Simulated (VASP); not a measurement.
Input:

```yaml
crystal:
  lattice:
    - [0.00000, 3.31251, 3.31251]
    - [3.31251, 0.00000, 3.31251]
    - [3.31251, 3.31251, 0.00000]
  atoms:
    - { symbol: Ag, position: [0.00000, 0.00000, 0.00000] }
    - { symbol: I, position: [0.25000, 0.25000, 0.25000] }
```

Calculation: PBE GGA, VASP's PBE PAW potentials (set 64) (plane waves; VASP). Numerical set-up: 520 eV cut-off, Gaussian smearing of 0.050 eV, potentials Ag I.

Unless said otherwise, spin-orbit coupling is left out, though it shifts the bands of the heavy elements here.

Q: Give the energies of bands 2 to 12 at the high-symmetry points, in eV from the valence-band maximum.

A: 
| band | Γ | X | U | L | W |
|---|---|---|---|---|---|
| 2 | -3.87 | -4.11 | -3.92 | -3.76 | -3.80 |
| 3 | -3.87 | -3.41 | -3.51 | -3.72 | -3.60 |
| 4 | -3.87 | -3.41 | -3.39 | -3.72 | -3.42 |
| 5 | -2.83 | -2.75 | -2.80 | -2.80 | -2.88 |
| 6 | -2.83 | -2.72 | -2.79 | -2.80 | -2.62 |
| 7 | 0.00 | -2.39 | -2.59 | -2.70 | -2.56 |
| 8 | 0.00 | -1.59 | -1.80 | -0.64 | -1.90 |
| 9 | 0.00 | -1.59 | -1.27 | -0.64 | -1.47 |
| 10 | 1.34 | 3.78 | 3.98 | 2.79 | 4.61 |
| 11 | 5.85 | 3.86 | 5.00 | 6.31 | 5.30 |
| 12 | 5.85 | 8.31 | 7.63 | 6.31 | 6.40 |

The gap is direct, 1.34 eV, from the valence maximum at Γ to the conduction minimum at Γ.

The compound is AgI in the zinc blende structure, whereas wurtzite is the usual form. It was relaxed first, which changed the volume by +6 %.
